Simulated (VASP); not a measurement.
Level of theory: r2SCAN+rVV10, VASP's PBE PAW potentials (set 64) (plane waves; VASP 6.6.1).

Gaps are without spin-orbit coupling.

volume per atom: 30.96 Å³/atom
band gap (over mesh and band path): 2.52 eV
smallest direct gap (over mesh and band path): 2.52 eV

**Question.** Which relaxed crystal gives these values?
(A) C, Fd-3m (227)
(B) CsH, Fm-3m (225)
(C) BP, F-43m (216)
(D) NaF, Fm-3m (225)

**Answer.** B, CsH, Fm-3m (225)
